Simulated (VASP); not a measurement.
Given:

```
Cu
1.0
    2.50774     0.00000     0.00000
   -1.25387     2.17177     0.00000
    0.00000     0.00000     4.15115
Cu
2
Direct
  0.33333   0.66667   0.25000
  0.66667   0.33333   0.75000
```

These are PBEsol GGA, VASP's PBE PAW potentials (set 64) (plane waves; VASP 6.6.1) values and carry that method's errors. Settings: 400 eV cut-off, 19×19×10 Γ-centred mesh, tetrahedra with Blöchl corrections, potentials Cu.

Question: Estimate the energy per atom (σ→0), band gap (on the k-mesh) with the smallest direct gap where there is one.

Answer: 
```
Quantity                                                    Result
------------------------  ----------------------------------------
band gap (on the k-mesh)  none (metal, semimetal or under 0.01 eV)
energy per atom (σ→0)                               -4.300 eV/atom
```

The absolute energy has meaning only against runs of the same code, potentials and settings.

The structure was generated: Cu was put into the hcp type (P6_3/mmc), which need not be its known phase. It was relaxed first.
